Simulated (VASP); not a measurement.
Output of a VASP run:

File OSZICAR:
```
       N       E                     dE             d eps       ncg     rms          rms(c)
DAV:   1     0.110846351819E+03    0.11085E+03   -0.91403E+03  2652   0.138E+03
DAV:   2    -0.290683428733E+02   -0.13991E+03   -0.13669E+03  2757   0.370E+02
DAV:   3    -0.433093012016E+02   -0.14241E+02   -0.13963E+02  5111   0.988E+01
DAV:   4    -0.439970987440E+02   -0.68780E+00   -0.68375E+00  3197   0.202E+01
DAV:   5    -0.440360475127E+02   -0.38949E-01   -0.38839E-01  3998   0.418E+00    0.107E+01
DAV:   6    -0.390975054557E+02    0.49385E+01   -0.16656E+01  3535   0.496E+01    0.422E+00
DAV:   7    -0.391003336472E+02   -0.28282E-02   -0.23438E+00  3122   0.184E+01    0.343E+00
DAV:   8    -0.391486675992E+02   -0.48334E-01   -0.40741E-01  3234   0.396E+00    0.114E+00
DAV:   9    -0.391030283489E+02    0.45639E-01   -0.90547E-02  2932   0.360E+00    0.679E-01
DAV:  10    -0.391562285899E+02   -0.53200E-01   -0.45566E-02  2842   0.231E+00    0.324E-01
DAV:  11    -0.391557917373E+02    0.43685E-03   -0.62477E-03  3330   0.699E-01    0.133E-01
DAV:  12    -0.391551329188E+02    0.65882E-03   -0.35108E-03  2987   0.582E-01    0.380E-02
DAV:  13    -0.391560108094E+02   -0.87789E-03   -0.29252E-03  2702   0.516E-01    0.444E-02
DAV:  14    -0.391567414659E+02   -0.73066E-03   -0.31389E-04  2777   0.178E-01    0.122E-02
DAV:  15    -0.391567432653E+02   -0.17994E-05   -0.31598E-05  2997   0.775E-02    0.108E-02
DAV:  16    -0.391567811154E+02   -0.37850E-04   -0.10831E-05  2797   0.463E-02    0.411E-03
DAV:  17    -0.391567878583E+02   -0.67429E-05   -0.57879E-06  3022   0.251E-02    0.104E-03
DAV:  18    -0.391567896334E+02   -0.17751E-05   -0.52147E-07  3097   0.872E-03    0.137E-03
DAV:  19    -0.391567883715E+02    0.12619E-05   -0.93439E-08  1681   0.501E-03    0.930E-04
DAV:  20    -0.391567889502E+02   -0.57868E-06   -0.30775E-08  1401   0.281E-03    0.347E-04
DAV:  21    -0.391567888297E+02    0.12046E-06   -0.32622E-09  1381   0.720E-04    0.196E-04
DAV:  22    -0.391567887460E+02    0.83754E-07   -0.25383E-09  1361   0.571E-04
   1 F= -.39156789E+02 E0= -.39157840E+02  d E =0.315246E-02
```

**OUTCAR**
```
------------------------ aborting loop because EDIFF is reached ----------------------------------------
  FORCE on cell =-STRESS in cart. coord.  units (eV):
  Direction    XX          YY          ZZ          XY          YZ          ZX
  --------------------------------------------------------------------------------------
  Total        0.2702021      1.4611877      1.4611877      0.0000000      0.0000000      0.0000000
  in kB       10.0584613     54.3937294     54.3937294      0.0000000      0.0000000      0.0000000
  external PRESSURE =      39.6153067 kB  Pullay stress =       0.0000000 kB
  volume of cell :       43.04
      direct lattice vectors                 reciprocal lattice vectors
     0.000000000  2.762832830  2.762832830    -0.177354198  0.180973671  0.180973671
     2.819217174  0.000000000  2.762832830     0.177354198 -0.180973671  0.180973671
     2.819217174  2.762832830  0.000000000     0.177354198  0.180973671 -0.180973671
 POSITION                                       TOTAL-FORCE (eV/Angst)
 -----------------------------------------------------------------------------------
      0.00000      0.00000      0.00000         0.000000      0.000000     -0.000000
      2.81922      2.76283      2.76283         0.000000      0.000000      0.000000
 -----------------------------------------------------------------------------------
    total drift:                                0.000000      0.000000      0.000000
  FREE ENERGIE OF THE ION-ELECTRON SYSTEM (eV)
  ---------------------------------------------------
  free  energy   TOTEN  =       -39.1567887460 eV

  energy  without entropy=      -39.1599412105  energy(sigma->0) =      -39.15783957
```
(Selected blocks of OUTCAR.)

File POSCAR:
```
TiTe
1
    0.0000000000     2.7628328301     2.7628328301
    2.8192171736     0.0000000000     2.7628328301
    2.8192171736     2.7628328301     0.0000000000
Te Ti
1 1
Direct
  1.0000000000   1.0000000000   0.0000000000
  0.5000000000   0.5000000000   0.5000000000
```

**Question.** Reconstruct the remaining input files.

**Answer.** One answer among several that fit: the input of the run itself, r2SCAN meta-GGA, plane waves, VASP's PBE PAW potentials (set 64).

### INCAR
```
SYSTEM=TiTe
PREC=Accurate; ENCUT=480; LREAL=.FALSE.
LASPH=.TRUE.
EDIFF=1E-7; NELM=100; ALGO=Normal
LMAXMIX=4; LMIXTAU=.TRUE.
ISMEAR=1; SIGMA=0.1
METAGGA=R2SCAN
ISIF=2
LWAVE=.FALSE.; LCHARG=.FALSE.
```

KPOINTS:
```
Automatic mesh
0
Gamma
10 10 10
0 0 0
```

POTCAR, in this order: Te Ti_sv (PBE.64 set). Program: vasp_std.

The structure was generated: TiTe was put into the rocksalt type (Fm-3m), which need not be its known phase. This cell was strained or had an atom moved on purpose. VASP warned that the highest band is occupied, so more bands are needed.
